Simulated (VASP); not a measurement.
Output of a VASP run:

OUTCAR:
```
 ion  position               nearest neighbor table
   1  0.000  0.000  0.000-   2 2.53   2 2.53   2 2.53   2 2.53
   2  0.250  0.250  0.250-   1 2.53   1 2.53   1 2.53   1 2.53
  LATTYP: Found a face centered cubic cell.
 ALAT       =     5.8365738210
 Subroutine PRICEL returns:
 Original cell was already a primitive cell.
 Subroutine GETGRP returns: Found 24 space group operations
The static configuration has the point symmetry T_d .
The dynamic configuration has the point symmetry T_d .
 Subroutine INISYM returns: Found 24 space group operations
 Subroutine IBZKPT returns following result:
 Found     29 irreducible k-points:

 Following reciprocal coordinates:
            Coordinates               Weight
  0.000000  0.000000  0.000000      1.000000
  0.125000  0.000000  0.000000      8.000000
  0.250000  0.000000  0.000000      8.000000
  0.375000  0.000000  0.000000      8.000000
  0.500000  0.000000  0.000000      4.000000
  0.125000  0.125000  0.000000      6.000000
  0.250000  0.125000  0.000000     24.000000
  0.375000  0.125000  0.000000     24.000000
  0.500000  0.125000  0.000000     24.000000
 -0.375000  0.125000  0.000000     24.000000
 -0.250000  0.125000  0.000000     24.000000
 -0.125000  0.125000  0.000000     12.000000
  0.250000  0.250000  0.000000      6.000000
  0.375000  0.250000  0.000000     24.000000
  0.500000  0.250000  0.000000     24.000000
 -0.375000  0.250000  0.000000     24.000000
 -0.250000  0.250000  0.000000     12.000000
  0.375000  0.375000  0.000000      6.000000
  0.500000  0.375000  0.000000     24.000000
 -0.375000  0.375000  0.000000     12.000000
  0.500000  0.500000  0.000000      3.000000
  0.375000  0.250000  0.125000     24.000000
  0.500000  0.250000  0.125000     48.000000
 -0.375000  0.250000  0.125000     24.000000
  0.500000  0.375000  0.125000     24.000000
 -0.375000  0.375000  0.125000     48.000000
 -0.250000  0.375000  0.125000     24.000000
 -0.375000  0.500000  0.125000     12.000000
 -0.250000  0.500000  0.250000      6.000000
   k-points           NKPTS =     29   k-points in BZ     NKDIM =     29   number of bands    NBANDS=     13
   number of dos      NEDOS =    301   number of ions     NIONS =      2
   total plane-waves  NPLWV =  27000
   dimension x,y,z NGX =    30 NGY =   30 NGZ =   30
   dimension x,y,z NGXF=    60 NGYF=   60 NGZF=   60
   ions per type =               1   1
   PREC   = accura    normal or accurate (medium, high low for compatibility)
   ISTART =      0    job   : 0-new  1-cont  2-samecut
   ICHARG =      2    charge: 1-file 2-atom 10-const
   ISPIN  =      1    spin polarized calculation?
   LNONCOLLINEAR =      F non collinear calculations
   LSORBIT =      F    spin-orbit coupling
   INIWAV =      1    electr: 0-lowe 1-rand  2-diag
   ENCUT  =  500.0 eV  36.75 Ry    6.06 a.u.   7.52  7.52  7.52*2*pi/ulx,y,z
   NELM   =    100;   NELMIN=  2; NELMDL= -5     # of ELM steps
   EDIFF  = 0.1E-05   stopping-criterion for ELM
   LREAL  =      F    real-space projection
   NLSPLINE    = F    spline interpolate recip. space projectors
   LMAXMIX     =    4 max onsite mixed and CHGCAR
   VOSKOWN=      0    Vosko Wilk Nusair interpolation
   EDIFFG = -.2E-01   stopping-criterion for IOM
   NSW    =     40    number of steps for IOM
   NBLOCK =      1;   KBLOCK =     40    inner block; outer block
   IBRION =      2    ionic relax: 0-MD 1-quasi-New 2-CG
   NFREE  =      1    steps in history (QN), initial steepest desc. (CG)
   ISIF   =      3    stress and relaxation
   ISYM   =      2    0-nonsym 1-usesym 2-fastsym
   TEIN   =    0.0    initial temperature
   TEBEG  =    0.0;   TEEND  =   0.0 temperature during run
   SMASS  =  -3.00    Nose mass-parameter (am)
   PSTRESS=   50.0 pullay stress
   NELECT =      18.0000    total number of electrons
   EFERMI =   0.00;   METHOD = LEGACY
   ISMEAR =     0;   SIGMA  =   0.05  broadening in eV -4-tet -1-fermi 0-gaus
   IALGO  =     38    algorithm
...
```

### OSZICAR
```
       N       E                     dE             d eps       ncg     rms          rms(c)
DAV:   1     0.109183272917E+03    0.10918E+03   -0.90858E+03   754   0.124E+03
DAV:   2    -0.257999498036E+01   -0.11176E+03   -0.10676E+03   884   0.296E+02
DAV:   3    -0.727736616428E+01   -0.46974E+01   -0.46858E+01   899   0.631E+01
DAV:   4    -0.731248865406E+01   -0.35122E-01   -0.35118E-01   849   0.542E+00
DAV:   5    -0.731301288813E+01   -0.52423E-03   -0.52423E-03   914   0.636E-01    0.807E+00
DAV:   6    -0.683575226164E+01    0.47726E+00   -0.99476E-01  1131   0.149E+01    0.636E+00
DAV:   7    -0.681609655572E+01    0.19656E-01   -0.17997E-01   769   0.353E+00    0.306E+00
DAV:   8    -0.681373675787E+01    0.23598E-02   -0.19767E-02   794   0.214E+00    0.259E-01
DAV:   9    -0.681340886831E+01    0.32789E-03   -0.30003E-03   874   0.936E-01    0.603E-02
DAV:  10    -0.681345092573E+01   -0.42057E-04   -0.26101E-04   799   0.215E-01    0.648E-02
DAV:  11    -0.681347971296E+01   -0.28787E-04   -0.46801E-05   817   0.785E-02    0.343E-02
DAV:  12    -0.681348699968E+01   -0.72867E-05   -0.30237E-05   779   0.630E-02    0.823E-03
DAV:  13    -0.681348694859E+01    0.51090E-07   -0.27159E-06   864   0.192E-02
   1 F= -.52622670E+01 E0= -.52622670E+01  d E =-.526227E+01
       N       E                     dE             d eps       ncg     rms          rms(c)
DAV:   1    -0.905811756352E+01   -0.22446E+01   -0.44460E+01   844   0.907E+01    0.108E+01
DAV:   2    -0.683546685197E+01    0.22227E+01   -0.65310E+00   844   0.484E+01    0.331E+00
DAV:   3    -0.669152120899E+01    0.14395E+00   -0.56722E-01   769   0.716E+00    0.234E+00
DAV:   4    -0.667908014421E+01    0.12441E-01   -0.23911E-02   784   0.168E+00    0.119E+00
DAV:   5    -0.667607790314E+01    0.30022E-02   -0.25770E-03   894   0.812E-01    0.580E-01
DAV:   6    -0.667591718859E+01    0.16071E-03   -0.18433E-03   789   0.456E-01    0.789E-02
DAV:   7    -0.667591407140E+01    0.31172E-05   -0.80979E-05   929   0.140E-01    0.357E-02
DAV:   8    -0.667591035660E+01    0.37148E-05   -0.10312E-05   784   0.470E-02    0.901E-03
DAV:   9    -0.667591076508E+01   -0.40847E-06   -0.74715E-07   492   0.108E-02
   2 F= -.52921676E+01 E0= -.52921676E+01  d E =-.299006E-01
       N       E                     dE             d eps       ncg     rms          rms(c)
DAV:   1    -0.710359106981E+01   -0.42768E+00   -0.69568E+00   804   0.388E+01    0.471E+00
DAV:   2    -0.680270898937E+01    0.30088E+00   -0.71621E-01   829   0.146E+01    0.191E+00
DAV:   3    -0.676942933322E+01    0.33280E-01   -0.83279E-02   824   0.382E+00    0.159E+00
DAV:   4    -0.676538671274E+01    0.40426E-02   -0.59480E-03   764   0.778E-01    0.324E-01
DAV:   5    -0.676503832974E+01    0.34838E-03   -0.11421E-03   949   0.593E-01    0.695E-02
DAV:   6    -0.676503988500E+01   -0.15553E-05   -0.16435E-04   774   0.166E-01    0.475E-02
DAV:   7    -0.676504345958E+01   -0.35746E-05   -0.39562E-06   869   0.176E-02    0.188E-02
DAV:   8    -0.676504315609E+01    0.30349E-06   -0.25591E-06   784   0.288E-02
   3 F= -.53173828E+01 E0= -.53173828E+01  d E =-.551158E-01
```

OUTCAR:
```
------------------------ aborting loop because EDIFF is reached ----------------------------------------
  FORCE on cell =-STRESS in cart. coord.  units (eV):
  Direction    XX          YY          ZZ          XY          YZ          ZX
  --------------------------------------------------------------------------------------
  Total        1.4435889      1.4435889      1.4435889      0.0000000      0.0000000      0.0000000
  in kB       49.8593772     49.8593772     49.8593772      0.0000000      0.0000000      0.0000000
  external PRESSURE =      -0.1406228 kB  Pullay stress =      50.0000000 kB
  volume of cell :       46.39
      direct lattice vectors                 reciprocal lattice vectors
     0.000000000  2.851843943  2.851843943    -0.175325162  0.175325162  0.175325162
     2.851843943  0.000000000  2.851843943     0.175325162 -0.175325162  0.175325162
     2.851843943  2.851843943  0.000000000     0.175325162  0.175325162 -0.175325162
  FREE ENERGIE OF THE ION-ELECTRON SYSTEM (eV)
  ---------------------------------------------------
  free  energy   TOTEN  =        -6.7650431561 eV

  energy  without entropy=       -6.7650431561  energy(sigma->0) =       -6.76504316
  enthalpy is  TOTEN    =        -5.3173827801 eV   P V=        1.4476603759

 reached required accuracy - stopping structural energy minimisation
```
(Selected blocks of OUTCAR.)

POSCAR:
```
CdS
1
    0.0000000000     2.9182869105     2.9182869105
    2.9182869105     0.0000000000     2.9182869105
    2.9182869105     2.9182869105     0.0000000000
Cd S
1 1
Direct
  0.0000000000   0.0000000000   0.0000000000
  0.2500000000   0.2500000000   0.2500000000
```

Write an INCAR and KPOINTS that could have produced this output.

One answer among several that fit: the input of the run itself, PBEsol GGA, plane waves, VASP's PBE PAW potentials (set 64).

File KPOINTS:
```
kpoints
0
G
8 8 8
0 0 0
```

INCAR:
```
ALGO  =  Normal
EDIFF  =  1E-6
EDIFFG  =  -0.02
ENCUT  =  500
GGA  =  PS
IBRION  =  2
ISIF  =  3
ISMEAR  =  0
LASPH  =  .TRUE.
LCHARG  =  .FALSE.
LMAXMIX  =  4
LREAL  =  .FALSE.
LWAVE  =  .FALSE.
NELM  =  100
NSW  =  40
PREC  =  Accurate
PSTRESS  =  50
SIGMA  =  0.05
SYSTEM  =  CdS
```

POTCAR, in this order: Cd S (PBE.64 set). Program: vasp_std.

Energy and stress use the plane-wave basis of the starting cell.

The structure was generated: CdS was put into the zinc blende type (F-43m), which need not be its known phase. This run relaxes it under an external pressure of 5 GPa. Symmetry was kept, so distortions that lower it aren't found.
